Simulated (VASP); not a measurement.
A convergence study with VASP on CdO: one setting is varied, all else stays as given below, so the limit is that of these other settings.

```yaml
crystal:
  lattice:
    - [3.31343, 0.00000, 0.00000]
    - [-3.31343, 3.31343, 0.00000]
    - [0.00000, 0.00000, 21.02881]
  atoms:
    - { symbol: Cd, position: [0.00000, 0.00000, 0.44429] }
    - { symbol: Cd, position: [0.00000, 0.50000, 0.33288] }
    - { symbol: Cd, position: [0.00000, 0.00000, 0.66712] }
    - { symbol: Cd, position: [0.00000, 0.50000, 0.55571] }
    - { symbol: O, position: [0.00000, 0.50000, 0.44429] }
    - { symbol: O, position: [0.00000, 0.00000, 0.33288] }
    - { symbol: O, position: [0.00000, 0.50000, 0.66712] }
    - { symbol: O, position: [0.00000, 0.00000, 0.55571] }
```

The numbers are results of PBE GGA, VASP's PBE PAW potentials (set 64) (plane waves; VASP), not measurements. The tightest run used: 800 eV cut-off, 9×9×1 Γ-centred mesh, Fermi-Dirac smearing of 0.010 eV, potentials Cd O.

The settings run are ENCUT = 200; ENCUT = 240; ENCUT = 280; ENCUT = 340; ENCUT = 480; ENCUT = 600; ENCUT = 800. From which on does the energy per atom stay within 0.01 eV/atom of the tightest run?

From ENCUT = 480 on: it is off by 0.0023 there and by no more than 0.01 in any finer run, while ENCUT = 340 is off by 0.0135.
```json
[
 {"setting": "ENCUT = 200", "E (eV/atom)": "-3.6825", "plane waves": "1512", "difference judged (eV/atom)": "0.0890"},
 {"setting": "ENCUT = 240", "E (eV/atom)": "-3.9250", "plane waves": "1974", "difference judged (eV/atom)": "0.1535"},
 {"setting": "ENCUT = 280", "E (eV/atom)": "-3.8322", "plane waves": "2493", "difference judged (eV/atom)": "0.0607"},
 {"setting": "ENCUT = 340", "E (eV/atom)": "-3.7850", "plane waves": "3315", "difference judged (eV/atom)": "0.0135"},
 {"setting": "ENCUT = 480", "E (eV/atom)": "-3.7692", "plane waves": "5564", "difference judged (eV/atom)": "0.0023"},
 {"setting": "ENCUT = 600", "E (eV/atom)": "-3.7699", "plane waves": "7757", "difference judged (eV/atom)": "0.0016"},
 {"setting": "ENCUT = 800", "E (eV/atom)": "-3.7715", "plane waves": "11913", "difference judged (eV/atom)": "0.0000"}
]
```

Left out are rungs that failed or repeat a setting and relaxations that didn't move; long series are thinned to 24 rows.

The cell is a sheet or thin cut with vacuum, built from a generated structure.
